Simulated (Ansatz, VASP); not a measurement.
# Te2Pt (1T-PtTe2 5 layers, AA) in two plane-wave programs, part 2 of 2

One calculation is typed for both programs; each brings its own data sets. How far apart do they land? The structure shown is the start of the Ansatz relaxation below; VASP solves that cell, so the two are compared at the walk's first step.

VASP 6.6.1 and Ansatz 0.2.0.

So far: The structure; Ansatz: relaxation, PBE with D3(BJ).

### Step 3. VASP: single point, PBE with D3(BJ), start cell

Level of this step: PBE with D3(BJ); plane waves and PAW (Te, Pt) (VASP).

The same cell, functional, mesh and smearing now go to VASP, with its own data sets.

Lines of VASP's logs that name or quote its potential files are left out, and so is its time.

The input, INCAR:

```
SYSTEM = Te2Pt
PREC = Accurate
ENCUT = 400
EDIFF = 1E-06
NELM = 120
ISMEAR = -1
SIGMA = 0.05
LREAL = .FALSE.
ALGO = Normal
GGA = PE
IVDW = 12
NBANDS = 70
LASPH = .TRUE.
LORBIT = 11
LWAVE = .FALSE.
LCHARG = .FALSE.
ISIF = 2
LDIPOL = .TRUE.
IDIPOL = 3
DIPOL = 0.5 0.5 0.5
LVHAR = .TRUE.
GGA_COMPAT = .FALSE.
NELMDL = -8
KPAR = 4
```

The input, POSCAR:

```
Te2Pt
1.0
    4.0200000000      0.0000000000      0.0000000000
   -2.0100000000      3.4814220000      0.0000000000
    0.0000000000      0.0000000000     81.8416340000
Te Pt
10 5
Direct
    0.6666666667      0.3333333333      0.3445679005
    0.3333333333      0.6666666667      0.3744833223
    0.6666666667      0.3333333333      0.4148050979
    0.3333333333      0.6666666667      0.4447205196
    0.6666666667      0.3333333333      0.4850422952
    0.3333333333      0.6666666667      0.5149577048
    0.6666666667      0.3333333333      0.5552794804
    0.3333333333      0.6666666667      0.5851949021
    0.6666666667      0.3333333333      0.6255166777
    0.3333333333      0.6666666667      0.6554320995
    0.0000000000      0.0000000000      0.3595256053
    0.0000000000      0.0000000000      0.4297628026
    0.0000000000      0.0000000000      0.5000000000
    0.0000000000      0.0000000000      0.5702371974
    0.0000000000      0.0000000000      0.6404743825
```

The input, KPOINTS:

```
Automatic mesh
0
Gamma
12 12 1
0 0 0
```

PAW data sets: Te and Pt (PBE family, release 64).

Started as:

```bash
> mpirun -np 4 vasp_std
```

Numbers of over 12 decimals in the logs are rounded to 6 here.

The program printed:

```text
[banner, memory and clock lines left out]
running    4 mpi-ranks, on    1 nodes
 distrk:  each k-point on    1 cores,    4 groups
 distr:  one band on    1 cores,    1 groups

 POSCAR found type information on POSCAR TePt
 POSCAR found :  2 types and      15 ions
 LDA part: xc-table for (Slater+PW92), standard interpolation
|                                                                             |
|           W    W    AA    RRRRR   N    N  II  N    N   GGGG   !!!           |
|           W    W   A  A   R    R  NN   N  II  NN   N  G    G  !!!           |
|           W    W  A    A  R    R  N N  N  II  N N  N  G       !!!           |
|           W WW W  AAAAAA  RRRRR   N  N N  II  N  N N  G  GGG   !            |
|           WW  WW  A    A  R   R   N   NN  II  N   NN  G    G                |
|           W    W  A    A  R    R  N    N  II  N    N   GGGG   !!!           |
|                                                                             |
|     One of the lattice vectors is very long (>50 A), but AMIN is rather     |
|     large. This can spoil convergence since charge sloshing might occur     |
|     along the long lattice vector. If problems with convergence are         |
|     observed, try to decrease AMIN to a smaller value (e.g. 0.01).          |
|     Note: This warning only applies if the self-consistency cycle is        |
|     used.                                                                   |
|                                                                             |

 POSCAR, INCAR and KPOINTS ok, starting setup
 FFT: planning ... GRIDC
 FFT: planning ... GRID_SOFT
 FFT: planning ... GRID
 WAVECAR not read
 entering main loop
       N       E                     dE             d eps       ncg     rms          rms(c)
DAV:   1     0.777867187645E+03    0.77787E+03   -0.32297E+04  2740   0.958E+02
DAV:   2     0.318849802860E+02   -0.74598E+03   -0.70887E+03  3754   0.199E+02
DAV:   3    -0.649438373596E+02   -0.96829E+02   -0.94294E+02  3288   0.754E+01
DAV:   4    -0.682737333227E+02   -0.33299E+01   -0.32746E+01  3592   0.151E+01
DAV:   5    -0.683523157176E+02   -0.78582E-01   -0.78323E-01  3388   0.262E+00
DAV:   6    -0.683555129345E+02   -0.31972E-02   -0.31963E-02  3570   0.484E-01
DAV:   7    -0.683556451343E+02   -0.13220E-03   -0.13218E-03  3508   0.980E-02
DAV:   8    -0.683556519560E+02   -0.68217E-05   -0.68212E-05  3362   0.192E-02    0.317E+01
DAV:   9    -0.666426488923E+02    0.17130E+01   -0.10996E+01  2810   0.170E+01    0.234E+01
DAV:  10    -0.663495330499E+02    0.29312E+00   -0.44904E+00  2816   0.114E+01    0.764E+00
DAV:  11    -0.661396889071E+02    0.20984E+00   -0.10467E+00  3078   0.630E+00    0.297E+00
DAV:  12    -0.662856249768E+02   -0.14594E+00   -0.24995E+00  3116   0.684E+00    0.321E+00
DAV:  13    -0.659817231175E+02    0.30390E+00   -0.89285E-01  3076   0.444E+00    0.114E+00
DAV:  14    -0.659914872109E+02   -0.97641E-02   -0.11751E-01  2894   0.103E+00    0.100E+00
[...]
DAV:  18    -0.659898603810E+02    0.13603E-03   -0.32270E-04  3076   0.722E-02    0.162E-01
DAV:  19    -0.659897103405E+02    0.15004E-03   -0.22614E-04  3494   0.102E-01    0.116E-01
DAV:  20    -0.659897227497E+02   -0.12409E-04   -0.30929E-04  3192   0.113E-01    0.761E-02
DAV:  21    -0.659897228235E+02   -0.73819E-07   -0.11749E-04  2810   0.390E-02    0.834E-02
DAV:  22    -0.659897205080E+02    0.23155E-05   -0.13121E-05  3328   0.184E-02    0.669E-02
DAV:  23    -0.659897190209E+02    0.14872E-05   -0.97731E-06  2942   0.132E-02    0.388E-02
DAV:  24    -0.659897208432E+02   -0.18223E-05   -0.15722E-06  1682   0.494E-03    0.352E-02
DAV:  25    -0.659897211369E+02   -0.29368E-06   -0.13431E-06  1830   0.788E-03
   1 F= -.73034673E+02 E0= -.73016880E+02  d E =-.355874E-01
```

OUTCAR, selected parts (step 3):

```text
ion  position               nearest neighbor table
   1  0.667  0.333  0.345-  11 2.62  11 2.62  11 2.62   2 3.37   2 3.37   2 3.37
   2  0.333  0.667  0.374-  11 2.62  11 2.62  11 2.62   1 3.37   1 3.37   1 3.37
   3  0.667  0.333  0.415-  12 2.62  12 2.62  12 2.62   4 3.37   4 3.37   4 3.37
   4  0.333  0.667  0.445-  12 2.62  12 2.62  12 2.62   3 3.37   3 3.37   3 3.37
   5  0.667  0.333  0.485-  13 2.62  13 2.62  13 2.62   6 3.37   6 3.37   6 3.37
   6  0.333  0.667  0.515-  13 2.62  13 2.62  13 2.62   5 3.37   5 3.37   5 3.37
   7  0.667  0.333  0.555-  14 2.62  14 2.62  14 2.62   8 3.37   8 3.37   8 3.37
   8  0.333  0.667  0.585-  14 2.62  14 2.62  14 2.62   7 3.37   7 3.37   7 3.37
   9  0.667  0.333  0.626-  15 2.62  15 2.62  15 2.62  10 3.37  10 3.37  10 3.37
  10  0.333  0.667  0.655-  15 2.62  15 2.62  15 2.62   9 3.37   9 3.37   9 3.37
  11  0.000  0.000  0.360-   1 2.62   1 2.62   1 2.62   2 2.62   2 2.62   2 2.62
  12  0.000  0.000  0.430-   3 2.62   3 2.62   3 2.62   4 2.62   4 2.62   4 2.62
  13  0.000  0.000  0.500-   6 2.62   5 2.62   6 2.62   5 2.62   5 2.62   6 2.62
  14  0.000  0.000  0.570-   8 2.62   8 2.62   8 2.62   7 2.62   7 2.62   7 2.62
  15  0.000  0.000  0.640-   9 2.62   9 2.62   9 2.62  10 2.62  10 2.62  10 2.62

  LATTYP: Found a hexagonal cell.
 ALAT       =     4.0200000000
 C/A-ratio  =    20.3586154229

 Subroutine GETGRP returns: Found 12 space group operations
 (whereof 12 operations were pure point group operations)

The static configuration has the point symmetry D_3d.

 Found     19 irreducible k-points:

   k-points           NKPTS =     19   k-points in BZ     NKDIM =     19   number of bands    NBANDS=     70

   dimension x,y,z NGX =    28 NGY =   28 NGZ =  540
   dimension x,y,z NGXF=    56 NGYF=   56 NGZF= 1080

   ENCUT  =  400.0 eV  29.40 Ry    5.42 a.u.   6.56  6.56133.46*2*pi/ulx,y,z

   NELECT =     110.0000    total number of electrons

 k-points in reciprocal lattice and weights: Automatic mesh
   0.00000000  0.00000000  0.00000000       0.007
   0.08333333  0.00000000  0.00000000       0.042
   0.16666667  0.00000000  0.00000000       0.042
   0.25000000 -0.00000000  0.00000000       0.042
   0.33333333  0.00000000  0.00000000       0.042
   0.41666667 -0.00000000  0.00000000       0.042
   0.50000000 -0.00000000  0.00000000       0.021
   0.08333333  0.08333333  0.00000000       0.042
   0.16666667  0.08333333  0.00000000       0.083
[...]
0.33333333  0.25000000  0.00000000       0.083
   0.33333333  0.33333333  0.00000000       0.014

 dipolmoment           0.000000      0.000000      0.000006 electrons x Angstroem

 average (electrostatic) potential at core
       1 -95.2925       2 -95.3784       3 -95.4362       4 -95.4478       5 -95.4500
       6 -95.4500       7 -95.4478       8 -95.4362       9 -95.3783      10 -95.2924
      11 -75.3288      12 -75.3770      13 -75.3738      14 -75.3770      15 -75.3288

 E-fermi :   0.0230

 k-point     1 :       0.0000    0.0000    0.0000
  band No.  band energies     occupation
    ...
     51      -0.8601      2.00000
     52      -0.8601      2.00000
     53      -0.7766      2.00000
     54      -0.3281      1.99822
     55      -0.0288      1.47608
     56       1.6114      0.00000
     57       1.6114      0.00000
     58       1.7056      0.00000
     59       1.7056      0.00000
     60       1.8204      0.00000
    ...

 k-point     2 :       0.0833    0.0000    0.0000
  band No.  band energies     occupation
    ...
     50      -0.9549      2.00000
     51      -0.9472      2.00000
     52      -0.7560      2.00000
     53      -0.4582      1.99987
     54      -0.1305      1.91112
     55       0.1043      0.32874
     56       1.0278      0.00000
     57       1.1427      0.00000
     58       1.2867      0.00000
     59       1.4120      0.00000
    ...

 k-point     3 :       0.1667    0.0000    0.0000
  band No.  band energies     occupation
    ...
     50      -1.2535      2.00000
     51      -1.1446      2.00000
     52      -0.7475      2.00000
     53      -0.4586      1.99987
     54      -0.1711      1.95957
     55       0.1212      0.24597
     56       0.4323      0.00056
     57       0.5348      0.00007
     58       0.6055      0.00002
     59       0.6408      0.00001
    ...

 Edisp (eV)   -7.04495

  Total      17.89127    17.89127    17.34190     0.00000     0.00000     0.00000
  in kB      25.02619    25.02618    24.25773     0.00000     0.00000     0.00000
  external pressure =       24.77 kB  Pullay stress =        0.00 kB

  energy-cutoff  :      400.00
  volume of cell :     1145.40
      direct lattice vectors                 reciprocal lattice vectors
     4.020000000  0.000000000  0.000000000     0.248756219  0.143619475  0.000000000
    -2.010000000  3.481422000  0.000000000     0.000000000  0.287238950  0.000000000
     0.000000000  0.000000000 81.841634000     0.000000000  0.000000000  0.012218720

 POSITION                                       TOTAL-FORCE (eV/Angst)
 -----------------------------------------------------------------------------------
      2.01000      1.16047     28.20000        -0.000000     -0.000000     -1.959119
     -0.00000      2.32095     30.64833        -0.000000      0.000000      2.006562
      2.01000      1.16047     33.94833        -0.000000      0.000000     -2.049181
     -0.00000      2.32095     36.39665        -0.000000      0.000000      2.060168
      2.01000      1.16047     39.69665         0.000000      0.000000     -2.075756
     -0.00000      2.32095     42.14498        -0.000000     -0.000000      2.075756
      2.01000      1.16047     45.44498         0.000000      0.000000     -2.060168
     -0.00000      2.32095     47.89331        -0.000000     -0.000000      2.049181
      2.01000      1.16047     51.19331         0.000000      0.000000     -2.006562
     -0.00000      2.32095     53.64163         0.000000      0.000000      1.959119
      0.00000      0.00000     29.42416         0.000000      0.000000      0.257489
      0.00000      0.00000     35.17249         0.000000      0.000000      0.019943
      0.00000      0.00000     40.92082         0.000000      0.000000      0.000000
      0.00000      0.00000     46.66914         0.000000      0.000000     -0.019943
      0.00000      0.00000     52.41747         0.000000      0.000000     -0.257489
 -----------------------------------------------------------------------------------
    total drift:                                0.000000     -0.000000      0.000792

  FREE ENERGIE OF THE ION-ELECTRON SYSTEM (eV)
  ---------------------------------------------------
  free  energy   TOTEN  =       -73.0346732166 eV

  energy  without entropy=      -72.9990857901  energy(sigma->0) =      -73.01687950

 vacuum level on the upper side and lower side of the slab         4.234         4.234

 total charge
# of ion       s       p       d       tot
------------------------------------------
    1        1.388   1.932   0.071   3.391
    2        1.392   1.919   0.075   3.385
    3        1.393   1.916   0.075   3.384
    4        1.394   1.914   0.075   3.383
    5        1.394   1.914   0.076   3.383
    6        1.394   1.914   0.076   3.383
    7        1.394   1.914   0.075   3.383
    8        1.393   1.916   0.075   3.384
    9        1.392   1.919   0.075   3.385
   10        1.388   1.932   0.071   3.391
   11        0.708   0.761   8.125   9.594
   12        0.709   0.759   8.132   9.600
   13        0.709   0.758   8.134   9.601
   14        0.709   0.759   8.132   9.600
   15        0.708   0.761   8.125   9.594
--------------------------------------------------
tot         17.462  22.988  41.393  81.843

[... 3 further parts left out ...]
```

### Step 4. Differences

Known differences besides the potentials themselves: Ansatz cuts the interaction across the vacuum, VASP repeats the sheet with a dipole correction; the data sets hold 250 valence electrons in Ansatz (on its default PAW (the set named soft_2) files) and 110 in VASP; the cutoff is 420 eV in Ansatz and 400 eV in VASP. Total energies have different zeros and are not compared.

Forces on 9 of the 15 atoms, those with the largest forces and the largest differences (eV/Å; atoms numbered as in POSCAR):

```tsv
atom	Ansatz x, y, z	VASP x, y, z
Te2	0.000, 0.000, 2.024	0.000, 0.000, 2.007
Te3	0.000, 0.000, -2.065	0.000, 0.000, -2.049
Te4	0.000, 0.000, 2.077	0.000, 0.000, 2.060
Te5	0.000, 0.000, -2.092	0.000, 0.000, -2.076
Te6	0.000, 0.000, 2.092	0.000, 0.000, 2.076
Te7	0.000, 0.000, -2.077	0.000, 0.000, -2.060
Te8	0.000, 0.000, 2.065	0.000, 0.000, 2.049
Te9	0.000, 0.000, -2.024	0.000, 0.000, -2.007
Te10	0.000, 0.000, 1.976	0.000, 0.000, 1.959
```

The forces differ by 7.8 meV/Å r.m.s., which is 0.8 % of the r.m.s. force of 0.959 eV/Å (both taken over all components). VASP's last cycles still show a density residual of 4e-03, so its state may not be settled. With vacuum in the cell, a pressure given here is an average over mostly empty space and none of the material.

### Step 5. What came out

- r.m.s. force difference (single point, PBE with D3(BJ), start cell): 0.82 % of the r.m.s. force

In words: The r.m.s. force difference is 0.82 % of the r.m.s. force (single point, PBE with D3(BJ), start cell), within the 3 % picked in this series as the mark of a large difference. The data sets hold unlike numbers of valence electrons (250 in Ansatz and 110 in VASP), so part of the differences comes from the potentials. 1 further run of this series is not shown here. Such differences can come from data sets, numerical settings and the points named under the comparisons, not from the functional's error against experiment.

[Lines on the potential files, build, host, timing and source positions are cut from VASP's logs without a mark.]

[Logs are printed without paths, hosts, clocks, repeated set-up lines and the standing remarks that a program may print on its own settings, such as how far it seeks lower states.]

[Hosts, paths, dates, database ids (printed as entryN), source tags and the programs' standing remarks are cut or masked in the printed files.]
